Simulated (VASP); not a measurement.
OSZICAR of a VASP run on Ti (space group P6/mmm):

File OSZICAR:
```
       N       E                     dE             d eps       ncg     rms          rms(c)
DAV:   1     0.380103426394E+03    0.38010E+03   -0.17013E+04  2112   0.178E+03
DAV:   2     0.140269836624E+00   -0.37996E+03   -0.37614E+03  2124   0.536E+02
DAV:   3    -0.472690320989E+02   -0.47409E+02   -0.46544E+02  4116   0.161E+02
DAV:   4    -0.516368996185E+02   -0.43679E+01   -0.43413E+01  3038   0.402E+01
DAV:   5    -0.518741363343E+02   -0.23724E+00   -0.23705E+00  3340   0.878E+00    0.182E+01
DAV:   6    -0.403572041506E+02    0.11517E+02   -0.30356E+01  2672   0.672E+01    0.246E+00
DAV:   7    -0.375147338344E+02    0.28425E+01   -0.41958E+00  3338   0.159E+01    0.241E+00
DAV:   8    -0.388022831815E+02   -0.12875E+01   -0.15046E+00  3028   0.791E+00    0.208E+00
DAV:   9    -0.388647011845E+02   -0.62418E-01   -0.36016E-01  2842   0.623E+00    0.137E+00
DAV:  10    -0.387694174035E+02    0.95284E-01   -0.31589E-01  2566   0.652E+00    0.149E+00
DAV:  11    -0.388709875383E+02   -0.10157E+00   -0.23970E-01  2666   0.464E+00    0.220E-01
DAV:  12    -0.388683824506E+02    0.26051E-02   -0.16179E-02  2772   0.116E+00    0.127E-01
DAV:  13    -0.388690267621E+02   -0.64431E-03   -0.73398E-03  2280   0.831E-01    0.572E-02
DAV:  14    -0.388715162858E+02   -0.24895E-02   -0.13278E-03  2576   0.336E-01    0.212E-02
DAV:  15    -0.388715885098E+02   -0.72224E-04   -0.16573E-04  3376   0.954E-02    0.192E-02
DAV:  16    -0.388718246866E+02   -0.23618E-03   -0.13425E-04  2274   0.123E-01    0.129E-02
DAV:  17    -0.388718022601E+02    0.22427E-04   -0.38475E-05  3168   0.540E-02    0.474E-03
DAV:  18    -0.388718034555E+02   -0.11955E-05   -0.63059E-06  2160   0.239E-02    0.601E-03
DAV:  19    -0.388718029365E+02    0.51905E-06   -0.61561E-07  1338   0.973E-03
   1 F= -.38871803E+02 E0= -.38872274E+02  d E =-.388718E+02
```

**Question.** Which electronic solver shows in the log?

**Answer.** It is blocked Davidson (ALGO = Normal, or the opening steps of other solvers). The INCAR had ALGO = Normal.

**Question.** Can the final energy be trusted as converged?

**Answer.** Self-consistency was reached. It stopped with EDIFF = 1E-6, NELM = 100, NSW = 60 and EDIFFG = -0.02 after 1 ionic step (r2SCAN meta-GGA, plane waves, VASP's PBE PAW potentials (set 64)).

The structure comes from a computed database's Ti entry (P6/mmm); how it stands against other phases isn't given here. It was relaxed first. The start is the result of an earlier pass.
